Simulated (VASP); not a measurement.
Input of a VASP 6.6.1 run:

The input INCAR:

```
SYSTEM = BeB
PREC     = Accurate       ! precision mode
ENCUT    = 600            ! plane-wave cutoff, eV
EDIFF    = 1E-7           ! SCF threshold, eV
ISMEAR   = 0              ! smearing method
SIGMA    = 0.05           ! smearing width, eV
LREAL    = .FALSE.        ! projectors in reciprocal space
LASPH    = .TRUE.         ! aspherical terms in the spheres
NELM     = 60             ! most SCF steps
ALGO     = Normal         ! electronic algorithm
ISIF     = 3              ! what is computed and relaxed
LWAVE    = .FALSE.        ! write WAVECAR
LCHARG   = .FALSE.        ! write CHGCAR
GGA      = PE             ! functional
IBRION   = 2              ! ionic algorithm
NSW      = 40             ! ionic steps
EDIFFG   = -0.005         ! ionic threshold
```

KPOINTS

```
Automatic mesh
0
G
  11 11 11
  0 0 0
```

The input POSCAR:

```
BeB
1.0
    2.3967500000      0.0000000000      0.0000000000
    0.0000000000      2.3967500000      0.0000000000
    0.0000000000      0.0000000000      2.3967500000
Be B
1 1
Direct
    0.0000000000      0.0000000000      0.0000000000
    0.5000000000      0.5000000000      0.5000000000
```

Potentials or basis: VASP PAW PBE potentials, release 64 (Be, B).

Run with:

```sh
$ cat potpaw_PBE.64/Be/POTCAR potpaw_PBE.64/B/POTCAR > POTCAR
$ mpirun -np 1 vasp_std > vasp.out
```

Q: What does it give for the relaxed volume?

A: 6.90 Å³/atom.

Q: Estimate the band gap on the k mesh.

A: None (metal or under the smearing width).

Q: Estimate the relaxed cell.

A: a = 2.398 Å, b = 2.398 Å, c = 2.398 Å, α = 90.00°, β = 90.00°, γ = 90.00°.

Q: Estimate the space group after relaxing (to 0.05 Å).

A: Pm-3m (No. 221).

Final structure:
```xyz
2
Lattice="2.3981 0.0000 0.0000 0.0000 2.3981 0.0000 0.0000 0.0000 2.3981" Properties=species:S:1:pos:R:3 pbc="T T T"
Be    0.0000    0.0000    0.0000
B     1.1991    1.1991    1.1991
```
